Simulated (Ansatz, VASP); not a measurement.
# SiGe60 (amorphous Ge): VASP beside Ansatz, part 2 of 2

One calculation is typed for both programs; each brings its own data sets. How far apart do they land? Of the first pair: The structure shown is the start of the Ansatz relaxation below; VASP solves that cell, so the two are compared at the walk's first step.

VASP 6.6.1 and Ansatz 0.2.0.

So far. Step 3 (VASP: single point, r2SCAN, start cell, pair 1): The run ends at a pressure of -4.20 GPa, with forces up to 0.47 eV/Å.

## Step 5: Ansatz: relaxation, r2SCAN

Level of this step: Ansatz beside VASP: Kohn-Sham DFT, plane waves, r2SCAN (Ansatz).

This run makes the geometry at which the two programs are then compared.

The structure compared here is the end of the Ansatz relaxation.

Input file input.yaml:

```yaml
crystal:
  lattice:
    - [11.7217, 0.0, 0.0]
    - [0.0, 11.7217, 0.0]
    - [0.0, 0.0, 11.7217]
  atoms:
    - { symbol: Ge, position: [0.62444, 0.16239, 0.75925] }
    - { symbol: Ge, position: [0.22172, 0.38053, 0.67267] }
    - { symbol: Ge, position: [0.40356, 0.59694, 0.15197] }
    - { symbol: Ge, position: [0.36235, 0.77968, 0.44409] }
    - { symbol: Ge, position: [0.4316, 0.75707, 0.01953] }
    - { symbol: Ge, position: [0.50461, 0.65277, 0.34189] }
    - { symbol: Ge, position: [0.18632, 0.55578, 0.16893] }
    - { symbol: Ge, position: [0.4208, 0.85649, 0.6463] }
    - { symbol: Ge, position: [0.11146, 0.63504, 0.98196] }
    - { symbol: Ge, position: [0.15203, 0.17783, 0.03151] }
    - { symbol: Ge, position: [0.3073, 0.94494, 0.32221] }
    - { symbol: Ge, position: [0.77333, 0.88003, 0.21425] }
    - { symbol: Ge, position: [0.36643, 0.50196, 0.80594] }
    - { symbol: Ge, position: [0.9832, 0.24548, 0.91662] }
    - { symbol: Ge, position: [0.65178, 0.10544, 0.97553] }
    - { symbol: Ge, position: [0.2839, 0.17665, 0.61786] }
    - { symbol: Ge, position: [0.1234, 0.04289, 0.6698] }
    - { symbol: Ge, position: [0.67399, 0.41508, 0.95767] }
    - { symbol: Ge, position: [0.33589, 0.2798, 0.09381] }
    - { symbol: Ge, position: [0.5592, 0.16371, 0.31421] }
    - { symbol: Ge, position: [0.25884, 0.45725, 0.46828] }
    - { symbol: Ge, position: [0.47446, 0.48868, 0.4752] }
    - { symbol: Ge, position: [0.00686, 0.39471, 0.75763] }
    - { symbol: Ge, position: [0.81754, 0.98609, 0.5147] }
    - { symbol: Ge, position: [0.79544, 0.25387, 0.03742] }
    - { symbol: Ge, position: [0.18341, 0.66492, 0.46395] }
    - { symbol: Ge, position: [0.66432, 0.37752, 0.74679] }
    - { symbol: Ge, position: [0.98921, 0.85183, 0.21809] }
    - { symbol: Ge, position: [0.86096, 0.22695, 0.24931] }
    - { symbol: Ge, position: [0.48604, 0.1234, 0.11376] }
    - { symbol: Ge, position: [0.74918, 0.78728, 0.57446] }
    - { symbol: Ge, position: [0.96025, 0.07542, 0.79903] }
    - { symbol: Ge, position: [0.08871, 0.78273, 0.62015] }
    - { symbol: Ge, position: [0.20976, 0.9717, 0.97708] }
    - { symbol: Ge, position: [0.28526, 0.68655, 0.87856] }
    - { symbol: Ge, position: [0.9036, 0.8911, 0.88167] }
    - { symbol: Ge, position: [0.37148, 0.94326, 0.11236] }
    - { symbol: Ge, position: [0.62437, 0.73944, 0.92903] }
    - { symbol: Ge, position: [0.81678, 0.38697, 0.39499] }
    - { symbol: Ge, position: [0.58595, 0.73818, 0.71293] }
    - { symbol: Ge, position: [0.07351, 0.18977, 0.23221] }
    - { symbol: Ge, position: [0.02741, 0.95339, 0.50832] }
    - { symbol: Ge, position: [0.04659, 0.66146, 0.29783] }
    - { symbol: Ge, position: [0.94212, 0.57322, 0.86236] }
    - { symbol: Ge, position: [0.74926, 0.0592, 0.32473] }
    - { symbol: Ge, position: [0.90951, 0.74212, 0.72452] }
    - { symbol: Ge, position: [0.81058, 0.12973, 0.66306] }
    - { symbol: Si, position: [0.24424, 0.86471, 0.76826] }
    - { symbol: Ge, position: [0.45264, 0.43577, 0.99961] }
    - { symbol: Ge, position: [0.53287, 0.53278, 0.67702] }
    - { symbol: Ge, position: [0.77411, 0.59017, 0.01094] }
    - { symbol: Ge, position: [0.84896, 0.56816, 0.26638] }
    - { symbol: Ge, position: [0.46615, 0.0627, 0.64043] }
    - { symbol: Ge, position: [0.71386, 0.71583, 0.35427] }
    - { symbol: Ge, position: [0.72614, 0.90861, 0.99942] }
    - { symbol: Ge, position: [0.10285, 0.99657, 0.32002] }
    - { symbol: Ge, position: [0.61147, 0.34836, 0.39615] }
    - { symbol: Ge, position: [0.39837, 0.10262, 0.44009] }
    - { symbol: Ge, position: [0.05417, 0.83597, 0.01896] }
    - { symbol: Ge, position: [0.21471, 0.3604, 0.26254] }
    - { symbol: Ge, position: [0.84042, 0.33618, 0.62014] }
kpoints:
  mp_grid: { grid: [1, 1, 1] }
hamiltonian:
  xc: r2scan
  pseudopotentials: { kind: paw, azcp: { folder: soft_1 } }
scf:
  occupations: { method: fermi_dirac, width: 0.025 }
output:
  forces: true
  eigenvalues: true
relax:
  f_tol: 0.05
  max_steps: 90
```

On the command line:

```console
$ ansatz run input.yaml --threads 4 --pin off --max-ram 15872MiB --backend cpu --events-out ev --progress --plain --runs-dir out
```

Numbers of over 12 decimals in the logs are rounded to 6 here.

The program printed:

```text
[...]
Crystal: 61 atoms, lattice volume = 1610.541 Å³
Basis set: ecut = 500 eV, 40747 PW (Γ), exchange–correlation on 360×360×360 points (64 copies of the dense FFT grid, shifted against one another)
Bands: 507, of which v1, the nominal top of the filled ones, is band 422 counted from 1 (421 counted from 0)
Symmetry: 1 space group operations
[...]
k-points: 1
[...]
- { symbol: Ge, position: [0.361127, 0.780015, 0.445113] }
    - { symbol: Ge, position: [0.430710, 0.756211, 0.018981] }
    - { symbol: Ge, position: [0.503956, 0.653235, 0.342475] }
    - { symbol: Ge, position: [0.186252, 0.555957, 0.168341] }
    - { symbol: Ge, position: [0.416747, 0.856988, 0.649542] }
[...]
- { symbol: Si, position: [0.243312, 0.864815, 0.768682] }
[...]
- { symbol: Ge, position: [0.397048, 0.104174, 0.439681] }
    - { symbol: Ge, position: [0.054258, 0.836187, 0.019854] }
    - { symbol: Ge, position: [0.214818, 0.359849, 0.260961] }
    - { symbol: Ge, position: [0.841251, 0.335972, 0.620258] }
```

## Step 6: VASP: single point, r2SCAN, relaxed cell, pair 2

The same cell, functional, mesh and smearing now go to VASP, with its own data sets.

Input file INCAR:

```
SYSTEM = SiGe60
PREC = Accurate
ENCUT = 450
EDIFF = 1E-06
NELM = 120
ISMEAR = -1
SIGMA = 0.025
LREAL = Auto
ALGO = Normal
METAGGA = R2SCAN
LASPH = .TRUE.
NBANDS = 496
LORBIT = 11
LWAVE = .FALSE.
LCHARG = .FALSE.
ISIF = 2
GGA_COMPAT = .FALSE.
EFERMI = MIDGAP
LMIXTAU = .TRUE.
NCORE = 2
```

Input file POSCAR:

```
SiGe60
1.0
   11.7217000000      0.0000000000      0.0000000000
    0.0000000000     11.7217000000      0.0000000000
    0.0000000000      0.0000000000     11.7217000000
Ge Si
60 1
Direct
    0.6245900000      0.1620400000      0.7587100000
    0.2215500000      0.3805100000      0.6733500000
    0.4032200000      0.5966800000      0.1520500000
    0.3611300000      0.7800200000      0.4451100000
    0.4307100000      0.7562100000      0.0189800000
    0.5039600000      0.6532300000      0.3424700000
    0.1862500000      0.5559600000      0.1683400000
    0.4167500000      0.8569900000      0.6495400000
    0.1122500000      0.6355200000      0.9812400000
    0.1527100000      0.1761000000      0.0298000000
    0.3076700000      0.9452800000      0.3218500000
    0.7730500000      0.8796700000      0.2148500000
    0.3659300000      0.5032600000      0.8051500000
    0.9836400000      0.2454400000      0.9166000000
    0.6516300000      0.1054700000      0.9753300000
    0.2853200000      0.1763500000      0.6196900000
    0.1263600000      0.0400900000      0.6728200000
    0.6735100000      0.4150400000      0.9568800000
    0.3360400000      0.2792400000      0.0926600000
    0.5592400000      0.1628600000      0.3137900000
    0.2580500000      0.4568200000      0.4685100000
    0.4738500000      0.4880100000      0.4745900000
    0.0072100000      0.3948500000      0.7577800000
    0.8183900000      0.9859900000      0.5149100000
    0.7950200000      0.2538100000      0.0371500000
    0.1823800000      0.6648400000      0.4652000000
    0.6642800000      0.3775700000      0.7460400000
    0.9890500000      0.8521600000      0.2187500000
    0.8615000000      0.2269900000      0.2489100000
    0.4859600000      0.1228500000      0.1133900000
    0.7492400000      0.7876900000      0.5751400000
    0.9607100000      0.0747700000      0.7992300000
    0.0908300000      0.7844900000      0.6242800000
    0.2112500000      0.9688600000      0.9716100000
    0.2843100000      0.6898000000      0.8752000000
    0.9029800000      0.8912500000      0.8832400000
    0.3712900000      0.9425100000      0.1108900000
    0.6239600000      0.7401300000      0.9288200000
    0.8168500000      0.3866600000      0.3952400000
    0.5848600000      0.7392000000      0.7129300000
    0.0738900000      0.1892300000      0.2308700000
    0.0288300000      0.9543200000      0.5099300000
    0.0469600000      0.6616200000      0.2979800000
    0.9429000000      0.5739000000      0.8620400000
    0.7497600000      0.0592100000      0.3245800000
    0.9094900000      0.7434800000      0.7254300000
    0.8109400000      0.1293800000      0.6634200000
    0.4522500000      0.4361400000      0.9988400000
    0.5326600000      0.5329300000      0.6761800000
    0.7741600000      0.5902000000      0.0089200000
    0.8491400000      0.5683800000      0.2673000000
    0.4666700000      0.0625900000      0.6395800000
    0.7135900000      0.7156100000      0.3551100000
    0.7256100000      0.9087200000      0.0001800000
    0.1031100000      0.9968500000      0.3207600000
    0.6115500000      0.3472900000      0.3970600000
    0.3970500000      0.1041700000      0.4396800000
    0.0542600000      0.8361900000      0.0198500000
    0.2148200000      0.3598500000      0.2609600000
    0.8412500000      0.3359700000      0.6202600000
    0.2433100000      0.8648200000      0.7686800000
```

Input file KPOINTS:

```
Automatic mesh
0
Gamma
1 1 1
0 0 0
```

PAW data sets: Ge_d and Si (PBE family, release 64).

On the command line:

```console
$ mpirun -np 8 vasp_gam
```

The program printed:

```text
[banner, memory and clock lines left out]
running    8 mpi-ranks, on    1 nodes
[...]
[... a notice as in an earlier step ...]

 LDA part: xc-table for (None), standard interpolation
 POSCAR, INCAR and KPOINTS ok, starting setup
[...]
entering main loop
       N       E                     dE             d eps       ncg     rms          rms(c)
DAV:   1     0.163787930949E+05    0.16379E+05   -0.33111E+05  1040   0.491E+03
DAV:   2     0.328966794132E+04   -0.13089E+05   -0.12653E+05  1016   0.113E+03
DAV:   3    -0.150119036607E+03   -0.34398E+04   -0.32830E+04  1008   0.307E+02
DAV:   4    -0.835409847767E+03   -0.68529E+03   -0.62732E+03  1104   0.132E+02
[...]
DAV:  21    -0.824113065348E+03   -0.19516E-04   -0.15680E-05  1104   0.245E-02    0.128E-03
DAV:  22    -0.824113064965E+03    0.38315E-06   -0.13120E-05   952   0.188E-02    0.170E-03
DAV:  23    -0.824113065848E+03   -0.88313E-06   -0.14731E-06   576   0.877E-03
   1 F= -.82411307E+03 E0= -.82410130E+03  d E =-.235235E-01
```

OUTCAR, selected parts (step 6):

```text
  Total      -38.8695939    -25.3431588    -63.1587018      4.5151942     -5.4626288     -3.3189336
  in kB      -38.6677391    -25.2115485    -62.8307105      4.4917462     -5.4342606     -3.3016980
  external PRESSURE =     -42.2366660 kB  Pullay stress =       0.0000000 kB

 POSITION                                       TOTAL-FORCE (eV/Angst)
 -----------------------------------------------------------------------------------
      7.32126      1.89938      8.89337        -0.010410      0.001363     -0.000101
      2.59694      4.46022      7.89281         0.014752      0.001475      0.005436
      4.72642      6.99410      1.78228         0.002224      0.004978      0.005857
      4.23306      9.14316      5.21745         0.001093      0.004389      0.005129
      5.04865      8.86407      0.22248        -0.002530     -0.001783      0.014258
      5.90727      7.65697      4.01433        -0.015353     -0.001136     -0.005887
      2.18317      6.51680      1.97323        -0.002154     -0.015453     -0.002284
      4.88502     10.04538      7.61371         0.012526      0.004264     -0.015275
      1.31576      7.44937     11.50180        -0.006255     -0.009800     -0.006980
      1.79002      2.06419      0.34931         0.001681     -0.010269     -0.009688
      3.60642     11.08029      3.77263         0.019291      0.002590      0.003039
      9.06146     10.31123      2.51841        -0.012814      0.009155     -0.000475
      4.28932      5.89906      9.43773        -0.016187     -0.001460      0.008472
     11.52993      2.87697     10.74411         0.003869      0.015159      0.009984
[...]
-----------------------------------------------------------------------------------
    total drift:                                0.010805     -0.050565      0.036319

  FREE ENERGIE OF THE ION-ELECTRON SYSTEM (eV)
  ---------------------------------------------------
  free  energy   TOTEN  =      -824.1130658480 eV

  energy  without entropy=     -824.0895423141  energy(sigma->0) =     -824.10130408

[... 2 parts as in an earlier step ...]

[... 1 further part left out ...]
[key lines of the parts left out:]
E-fermi :   3.2298
```

The run ends at a pressure of -4.22 GPa, with forces up to 0.065 eV/Å.

## Step 7: Differences

Both answers:

| quantity | Ansatz | VASP | difference |
| --- | --- | --- | --- |
| gap on the k mesh (eV) | 0.136 | 0.135 | +0.001 |

At this near-relaxed geometry the largest component of a force difference is 20 meV/Å. A gap on the mesh is an upper bound, since the band edges may lie between its points.

## Step 8: Results

| Item | Value |
| --- | --- |
| r.m.s. force difference (single point, r2SCAN, start cell, pair 1) | 7.9 meV/Å |
| difference in gap on the k mesh (single point, r2SCAN, relaxed cell, pair 2) | 0.0010 eV |
| r.m.s. force difference (single point, r2SCAN, relaxed cell, pair 2) | 7.7 meV/Å |

What this shows: The r.m.s. force difference is 7.9 meV/Å (single point, r2SCAN, start cell, pair 1), within the 12 meV/Å picked in this series as the mark of a large difference. Such differences can come from data sets, numerical settings and the points named under the comparisons, not from the functional's error against experiment.

[Lines on the potential files, build, host, timing and source positions are cut from VASP's logs without a mark.]

[Logs are printed without paths, hosts, clocks, repeated set-up lines and the standing remarks that a program may print on its own settings, such as how far it seeks lower states.]

[Hosts, paths, dates, database ids (printed as entryN), source tags and the programs' standing remarks are cut or masked in the printed files.]
